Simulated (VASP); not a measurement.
Write the native input for VASP 6.6.1 that does the following.

* Task: relaxation of cell and atoms
* Functional: PBE
* Potentials or basis: VASP PAW PBE potentials, release 64 (Al, In_d, N)
* Cutoff: 520 eV
* k mesh: 3 × 3 × 3
* Occupations: gaussian, width 0.15 eV
* Spin: no spin polarisation
* Further INCAR settings: PREC = Normal; ALGO = Fast; EDIFF = 0.0001; IBRION = 2; EDIFFG = -0.08; NSW = 24; ISIF = 3

The structure of Al3InN4 lies in POSCAR:

```
Al3InN4
1.0
   -2.9746578100      2.9846010700      3.0560100000
    2.9746578100     -2.9846010700      3.0560100000
    2.9746578100      2.9846010700     -3.0560100000
Al In N
3 1 4
Direct
    0.5000000000      0.3018877000      0.8018877000
    0.5000000000      0.6981123000      0.1981123000
    0.0000000000      0.0000000000      0.0000000000
    0.0000000000      0.5000000000      0.5000000000
    0.3150778800      0.3150778800      0.0000000000
    0.6849221200      0.6849221200      0.0000000000
    0.7402042500      0.0000000000      0.7402042500
    0.2597957500      0.0000000000      0.2597957500
```

The cell was built by a generator and needn't be a form met in nature.

The input as run:

INCAR

```
SYSTEM = Al3InN4
ALGO = Fast
EDIFF = 1E-4
EDIFFG = -0.08
ENCUT = 520
GGA = PE
IBRION = 2
ISIF = 3
ISMEAR = 0
LASPH = .True.
LCHARG = .False.
LREAL = .False.
LWAVE = .False.
NELM = 60
NSW = 24
PREC = Normal
SIGMA = 0.15
```

KPOINTS

```
k-points
0
Gamma
  3 3 3
  0 0 0
```

Potentials or basis: VASP PAW PBE potentials, release 64 (Al, In_d, N).

Launch:

```sh
$ cat potpaw_PBE.64/Al/POTCAR potpaw_PBE.64/In_d/POTCAR potpaw_PBE.64/N/POTCAR > POTCAR
$ mpirun -np 1 vasp_std > vasp.out
```

Results of the run:

| Quantity | Value |
| --- | --- |
| Relaxed volume | 14.09 Å³/atom |
| Relaxed cell | a = 5.294 Å, b = 5.294 Å, c = 5.294 Å, α = 117.02°, β = 105.87°, γ = 105.80° |
| Space group after relaxing (to 0.05 Å) | I4/mmm (No. 139) |
| Energy gained by relaxing | 947.2 meV/atom |
| Ionic steps | 12 |
| Pressure after relaxing | -0.1 GPa |
| Largest force after relaxing | 0.042 eV/Å |
| Band gap on the k mesh | 0.41 eV, indirect (least direct gap 0.42 eV) |

Caveat: the k mesh is coarse (spacing up to 0.50 Å⁻¹), so the values aren't converged; spin-orbit coupling is left out, which moves the levels of the heavy elements; an odd mesh through Γ misses points on the zone boundary, where band edges often lie.

It took 96 s on 1 thread of Intel(R) Xeon(R) Platinum 8488C (Sapphire Rapids), with other jobs on the host, peak memory 0.17 GiB.
